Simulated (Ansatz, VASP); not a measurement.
# Ti2CSO (Ti2COS MXene bilayer, like faces together) in two plane-wave programs, part 2 of 2

One calculation is typed for both programs; each brings its own data sets. How far apart do they land? The cell is taken from a series of runs on this material, whose earlier steps may have relaxed, scaled, displaced or heated it; both programs get it as it stands.

VASP 6.6.1 and Ansatz 0.2.0.

So far: The structure; VASP: single point, PBEsol with D3(BJ).

### 3. Ansatz: single point, PBEsol with D3(BJ)

Level of this step: Ansatz beside VASP: Kohn-Sham DFT, plane waves, PBEsol with D3(BJ) (Ansatz).

Ansatz runs on its default PAW (the set named soft_2) files.

The same cell, functional, mesh and smearing now go to Ansatz, which takes its cutoff from its data sets.

input.yaml

```yaml
crystal:
  lattice:
    - [3.0476741066, 0.0, 0.0]
    - [-1.5238370533, 2.6393631987, 0.0]
    - [0.0, 0.0, 30.177554804]
  atoms:
    - { symbol: S, position: [0.3333333333, 0.6666666667, 0.2982348987] }
    - { symbol: Ti, position: [0.6666666667, 0.3333333333, 0.3511865128] }
    - { symbol: C, position: [0.0, 0.0, 0.3902223723] }
    - { symbol: Ti, position: [0.3333333333, 0.6666666667, 0.4334032565] }
    - { symbol: O, position: [0.6666666667, 0.3333333333, 0.4625546947] }
    - { symbol: S, position: [0.6666666667, 0.3333333333, 0.7017651013] }
    - { symbol: Ti, position: [0.0, 0.0, 0.6487983075] }
    - { symbol: C, position: [0.3333333333, 0.6666666667, 0.6099133496] }
    - { symbol: Ti, position: [0.6666666667, 0.3333333333, 0.5663918512] }
    - { symbol: O, position: [0.0, 0.0, 0.5380832184] }
kpoints:
  mp_grid: { grid: [18, 18, 1] }
  band_path:
    path: [[0, 0, 0], [0.5, 0, 0], [0.33333333, 0.33333333, 0], [0, 0, 0]]
    npoints: 16
hamiltonian:
  xc: pbesol
  dispersion: d3bj
scf:
  occupations: { method: fermi_dirac, width: 0.02585 }
  convergence: { dr2_threshold: 1.0e-10 }
efield:
  axis: 3
  dipole_correction: true
  ramp_position: 0.97
  ramp_width: 0.06
  amplitude: 0
output:
  dos: { projected: true, e_range: [-6, 5] }
  bader: true
  write_potential: true
  write_density: true
  volumetric_format: npy
  elf: true
```

Command:

```bash
$ ansatz run input.yaml --threads 4 --pin off --max-ram 6144MiB --backend cpu --events-out ev --progress --plain --runs-dir out
```

Numbers of over 12 decimals in the logs are rounded to 6 here.

What it wrote:

```text
Engine: ansatz 0.2.0, x86_64-unknown-linux-gnu
Pseudopotentials: kind: paw
Pseudopotential: S, paw, valence charge 6, recommended cutoff 420 eV (normal), S.paw.azcp
Pseudopotential: Ti, paw, valence charge 12, recommended cutoff 420 eV (normal), Ti.paw.azcp
Pseudopotential: C, paw, valence charge 4, recommended cutoff 420 eV (normal), C.paw.azcp
Pseudopotential: O, paw, valence charge 6, recommended cutoff 420 eV (normal), O.paw.azcp
Functional definition: PBEsol
  exchange = pbesol_x
  correlation = pbesol_c
Crystal: 10 atoms, lattice volume = 242.746 Å³
Basis set: ecut = 420 eV, 4721 PW (Γ)
Bands: 50, of which v1, the nominal top of the filled ones, is band 40 counted from 1 (39 counted from 0)
Symmetry: 6 space group operations
Space group: P3m1 (ITA 156), of the structure as read, at distance tolerance 6.2e-5 Å
k-points: 37 of 324 (time reversal used)
Non-local potential: S, projectors of the file, l = 0: 2, l = 1: 2, l = 2: 2
Non-local potential: Ti, projectors of the file, l = 0: 3, l = 1: 2, l = 2: 3, l = 3: 1
Non-local potential: C, projectors of the file, l = 0: 2, l = 1: 2, l = 2: 1
Non-local potential: O, projectors of the file, l = 0: 2, l = 1: 2, l = 2: 1
PAW form: soft (Blöchl's): semilocal exchange-correlation on the pseudo side does not see the compensation charge
PAW frozen core: S, regenerated for the run's functional, and the local potential with it (the file was generated under x = pbe(κ = 0.804, μ = 0.219515), c = pbe(β = 0.066725))
PAW frozen core: Ti, regenerated for the run's functional, and the local potential with it (the file was generated under x = pbe(κ = 0.804, μ = 0.219515), c = pbe(β = 0.066725))
PAW frozen core: C, regenerated for the run's functional, and the local potential with it (the file was generated under x = pbe(κ = 0.804, μ = 0.219515), c = pbe(β = 0.066725))
PAW frozen core: O, regenerated for the run's functional, and the local potential with it (the file was generated under x = pbe(κ = 0.804, μ = 0.219515), c = pbe(β = 0.066725))
PAW one-centre angular grid: S, 110 points (default); XC on 64 Gauss nodes
PAW one-centre angular grid: Ti, 590 points (default); XC on 64 Gauss nodes
PAW one-centre angular grid: C, 110 points (default); XC on 64 Gauss nodes
PAW one-centre angular grid: O, 110 points (default); XC on 64 Gauss nodes
Initial density: superposition of atomic densities (neutral atoms: chi_scale 0, normalization atom), corrected by the library's trained network
Initial wavefunctions: pseudopotential atomic-orbital guess
Functional: x = pbesol(κ = 0.804, μ = 0.123457), c = pbesol(β = 0.046)
SCF iter   1: F=—  HF=-13294.168117 eV  |F-HF|=—  |Δ(HF+E_count)|=         —  Δρ=9.07e-3  dr2=3.12e-1  ethr=1.77e-3  p=0.003 e·Å  D=2.19e-3 V/Å  ΔV_dip=-0.07 eV  dr2_dipole=2.69e-2  V_vac-E_F(+/−)=5.78/5.85 eV  ⟨swp⟩=7.2  Hψ=8175  notcnv=0  defer=17
efield: sawtooth ramp at fractional position 0.9700 (set: `efield.ramp_position`, or a place that a band, a saddle search or an elastic batch's reference lends), width 0.0600; the density the first Hamiltonian is built on has a dipole p = 0.003 e·Å; the dipole correction subtracts the counter field D = 2.19e-3 V/Å, which shifts the + side's vacuum level by -0.07 eV against the − side's; the planar-averaged density in the ramp window peaks in size at 2.0e-5 e/Å³
preconditioner: auto → LDOS  [metal: Δε(μ)=0.022 eV  Ē_g=7.892 eV  σ=0.026 eV  W_gap=0.21  n_scr=20 (ndim 8)  ℏωp=16.5 eV  f_vac=0.491  D(μ)=1.83/eV (n_scr^D=10)  β→1.0]
SCF iter   2: F=—  HF=-13294.224549 eV  |F-HF|=—  |Δ(HF+E_count)|=   5.64e-2  Δρ=1.36e-2  dr2=5.75e-1  ethr=3.89e-4  p=-0.002 e·Å  D=-1.58e-3 V/Å  ΔV_dip=0.05 eV  dr2_dipole=2.29e-3  V_vac-E_F(+/−)=5.94/5.89 eV  ⟨swp⟩=3.0  Hψ=3402  notcnv=0  defer=146
SCF iter   3: F=—  HF=-13294.127583 eV  |F-HF|=—  |Δ(HF+E_count)|=   9.70e-2  Δρ=2.86e-3  dr2=2.12e-2  ethr=3.89e-4  p=-0.000 e·Å  D=-1.33e-4 V/Å  ΔV_dip=0.00 eV  dr2_dipole=1.70e-5  V_vac-E_F(+/−)=5.87/5.87 eV  ⟨swp⟩=2.1  Hψ=2822  notcnv=0  defer=146
SCF iter   4: F=—  HF=-13294.123128 eV  |F-HF|=—  |Δ(HF+E_count)|=   4.46e-3  Δρ=7.57e-4  dr2=2.64e-3  ethr=2.65e-5  p=-0.001 e·Å  D=-9.84e-4 V/Å  ΔV_dip=0.03 eV  dr2_dipole=8.25e-6  V_vac-E_F(+/−)=5.92/5.89 eV  ⟨swp⟩=3.4  Hψ=3784  notcnv=0  defer=146
SCF iter   5: F=—  HF=-13294.122821 eV  |F-HF|=—  |Δ(HF+E_count)|=   3.07e-4  Δρ=1.83e-4  dr2=7.96e-5  ethr=3.30e-6  p=-0.001 e·Å  D=-3.80e-4 V/Å  ΔV_dip=0.01 eV  dr2_dipole=1.37e-8  V_vac-E_F(+/−)=5.90/5.89 eV  ⟨swp⟩=2.0  Hψ=2463  notcnv=0  defer=146
SCF iter   6: F=—  HF=-13294.122848 eV  |F-HF|=—  |Δ(HF+E_count)|=   2.69e-5  Δρ=6.66e-5  dr2=1.53e-5  ethr=9.95e-8  p=-0.001 e·Å  D=-5.16e-4 V/Å  ΔV_dip=0.02 eV  dr2_dipole=1.10e-8  V_vac-E_F(+/−)=5.90/5.89 eV  ⟨swp⟩=2.8  Hψ=3105  notcnv=0  defer=146
SCF iter   7: F=—  HF=-13294.122846 eV  |F-HF|=—  |Δ(HF+E_count)|=   1.12e-6  Δρ=1.87e-5  dr2=7.94e-7  ethr=1.92e-8  p=-0.001 e·Å  D=-4.70e-4 V/Å  ΔV_dip=0.01 eV  dr2_dipole=1.58e-8  V_vac-E_F(+/−)=5.90/5.89 eV  ⟨swp⟩=2.7  Hψ=2729  notcnv=0  defer=146
SCF iter   8: F=—  HF=-13294.123007 eV  |F-HF|=—  |Δ(HF+E_count)|=   1.60e-4  Δρ=5.85e-6  dr2=9.28e-8  ethr=9.92e-10  p=-0.001 e·Å  D=-4.91e-4 V/Å  ΔV_dip=0.01 eV  dr2_dipole=2.13e-8  V_vac-E_F(+/−)=5.90/5.89 eV  ⟨swp⟩=2.7  Hψ=3204  notcnv=0  defer=146
SCF iter   9: F=—  HF=-13294.123007 eV  |F-HF|=—  |Δ(HF+E_count)|=   5.16e-8  Δρ=1.79e-6  dr2=1.03e-8  ethr=1.16e-10  p=-0.001 e·Å  D=-4.84e-4 V/Å  ΔV_dip=0.01 eV  dr2_dipole=1.41e-9  V_vac-E_F(+/−)=5.90/5.89 eV  ⟨swp⟩=2.3  Hψ=2766  notcnv=0  defer=146
SCF iter  10: F=—  HF=-13294.123007 eV  |F-HF|=—  |Δ(HF+E_count)|=   5.26e-9  Δρ=5.66e-7  dr2=1.26e-9  ethr=1.29e-11  p=-0.001 e·Å  D=-4.85e-4 V/Å  ΔV_dip=0.01 eV  dr2_dipole=4.99e-10  V_vac-E_F(+/−)=5.90/5.89 eV  ⟨swp⟩=2.1  Hψ=2813  notcnv=0  defer=146
SCF iter  11: F=-13294.123007 eV  HF=-13294.123007 eV  |F-HF|=2.55e-11  |Δ(HF+E_count)|=  1.09e-10  Δρ=1.40e-7  dr2=9.20e-11  ethr=1.00e-12  p=-0.001 e·Å  D=-4.84e-4 V/Å  ΔV_dip=0.01 eV  dr2_dipole=6.96e-12  V_vac-E_F(+/−)=5.90/5.89 eV  ⟨swp⟩=9.4  Hψ=7608  notcnv=0
SCF 1 converged in 11 iterations: F = -13294.123007 eV  dr2 = 9.20e-11
  greatest PAW one-centre occupation: 0.999 electrons in one spin orbital (limit 2), on the Ti atom at site 8 (counted from 0), in its partial waves of l = 0
NSCF: frozen V_eff on 49 k-points
efield: sawtooth ramp at fractional position 0.9700 (kept from the solve that this one continues, or follows in the run), width 0.0600; the density the first Hamiltonian is built on has a dipole p = -0.001 e·Å; the dipole correction subtracts the counter field D = -4.84e-4 V/Å, which shifts the + side's vacuum level by +0.01 eV against the − side's; the planar-averaged density in the ramp window peaks in size at 1.9e-6 e/Å³
WARN: The output density's exchange-correlation potential varies sharply where the density is thin. Do not read a vacuum level from v_tot or v_xc, or from such a field of the output density. On a cell that repeats whose density bears no net charge and no dipole along the vacuum's axis use v_es (v_loc + v_h of the components); under efield.dipole_correction with no amplitude use v_es + v_field, which holds any externa [...]
SCF converged after 11 iterations
Free energy (F): -13294.123007 eV
Harris-Foulkes:  -13294.123007 eV  (|F-HF|=2.55e-11)
Internal energy: -13294.118101 eV  (E = F + TS)
E sigma→0 (E₀):  -13294.120554 eV
Entropy (-TS):   -0.004906 eV (-0.491 meV/atom)
Fermi energy:    2.887254 eV
Dipole field:    D = -0.000487 V/Å  (p = -0.000653 e·Å, saw-weighted, corrected)
Work function:   Φ+ = 5.9029 eV   Φ− = 5.8882 eV
Levels:          The Fermi level and band energies are counted from a zero that moves with the ramp; work functions are not
--- Per-component energies (eV) ---
  E_band       = -1318.103449
  E_kinetic    = 1839.853882
  E_local      = -120439.346025  (includes V_loc(G=0)·N_el)
  E_nonlocal   = 233.252722
  E_hartree    = 59396.751930
  E_xc         = -828.545670
  E_vxc        = -977.546425  (∫ρ·V_xc dr)
  E_paw        = -5747.731526  (= ΣΔE_a)
  E_vpaw       = -767.827627  (= ΣTr[D̂ρ^β])
  E_aug_tail   = 0.005434  (compensation charges beyond the density's cutoff)
  E_efield     = 0.000000  (sawtooth field / dipole correction)
  E_vefield    = 0.000026  (∫n·V_field dr)
  E_ewald      = 52253.741409
  E_disp       = -2.894472  (pairwise vdW)
  E_core_change = 0.794213  (= ΣΔE_core)
  E_smearing   = -0.004906  (= −TS)
  E_closure    = -0.000000  (closes the sum)
  Σ components = -13294.123007   (vs F -13294.123007, Δ=0.00e0)
--- Band table (eV; the first three rows and the last of 37) ---
  k-point 0: bands = [... 36 lower, 3.4562, 3.4562, 3.4759, 3.4759, 3.8525, 3.8525, 3.9061, 3.9061, ... 6 higher]
  k-point 1: bands = [... 36 lower, 3.0796, 3.1204, 3.2109, 3.2417, 3.7031, 3.7381, 4.0310, 4.0791, ... 6 higher]
  k-point 2: bands = [... 36 lower, 2.4127, 2.4358, 2.8777, 2.9017, 3.5113, 3.5486, 4.1649, 4.1974, ... 6 higher]
  k-point 36: bands = [... 36 lower, 0.1135, 0.1756, 0.4585, 0.4691, 4.1064, 4.1432, 4.3303, 4.3707, ... 6 higher]
--- Bader charges: 10 sites ---
  site symbol  charge [e]  shift [e]
     0      S     -0.7270     0.0005
     1     Ti      1.6186     0.0008
     2      C     -1.7027     0.0006
     3     Ti      1.9341     0.0014
     4      O     -1.1334     0.0018
     5      S     -0.7263     0.0005
     6     Ti      1.6213     0.0008
     7      C     -1.6971     0.0006
     8     Ti      1.9413     0.0016
     9      O     -1.1288     0.0020
  estimated error of the sums over rays = 8.3e-4 e
```

### 4. Side by side

Known differences besides the potentials themselves: the cutoff is 420 eV in Ansatz and 520 eV in VASP; Ansatz makes its cores anew for this functional, VASP keeps those of its PBE data sets. Total energies have different zeros and are not compared.

Compared:

| quantity | Ansatz | VASP | difference |
| --- | --- | --- | --- |
| work function, lower of the two faces (eV) | 5.89 | 5.87 | +0.02 |
| work function, higher of the two faces (eV) | 5.90 | 5.88 | +0.02 |

With vacuum in the cell, a pressure given here is an average over mostly empty space and none of the material.

### 5. Outcome

| Item | Value |
| --- | --- |
| difference in work function, higher of the two faces (single point, PBEsol with D3(BJ)) | 0.019 eV |

**Reading.** The difference in work function, higher of the two faces is 0.019 eV (single point, PBEsol with D3(BJ)). How closely two codes agree says nothing of how well the functional describes the real material.

[Lines on the potential files, build, host, timing and source positions are cut from VASP's logs without a mark.]

[Logs are printed without paths, hosts, clocks, repeated set-up lines and the standing remarks that a program may print on its own settings, such as how far it seeks lower states.]

[Hosts, paths, dates, database ids (printed as entryN), source tags and the programs' standing remarks are cut or masked in the printed files.]
